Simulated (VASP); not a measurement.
A run of VASP 6.6.1 is set up as follows.

File INCAR:

```
ALGO = Normal
EDIFF = 1E-7
ENCUT = 520
GGA = PE
ISIF = 2
ISMEAR = 0
LASPH = T
LCHARG = F
LREAL = F
LWAVE = F
NBANDS = 18
NELM = 100
PREC = Accurate
SIGMA = 0.05
```

File KPOINTS:

```
k-points
0
Gamma
  16 16 16
```

Contents of POSCAR:

```
TiCo
1.0
    2.9716437584      0.0000000000      0.0000000000
    0.0000000000      2.9716437584      0.0000000000
    0.0000000000      0.0000000000      2.9716437584
Ti Co
1 1
Direct
    0.0000000000      0.0000000000      0.0000000000
    0.5000000000      0.5000000000      0.5000000000
```

Potentials or basis: VASP PAW PBE potentials, release 64 (Ti_sv, Co).

Command:

```bash
$ cat potpaw_PBE.64/Ti_sv/POTCAR potpaw_PBE.64/Co/POTCAR > POTCAR
$ mpirun -np 1 vasp_std > vasp.out
```

Q: Estimate the band gap on the k mesh.

A: None (metal or under the smearing width).

Q: What does it give for the pressure?

A: -0.4 GPa.

Spin polarisation is off, so any magnetic state and its effect on volume and gap are missing.
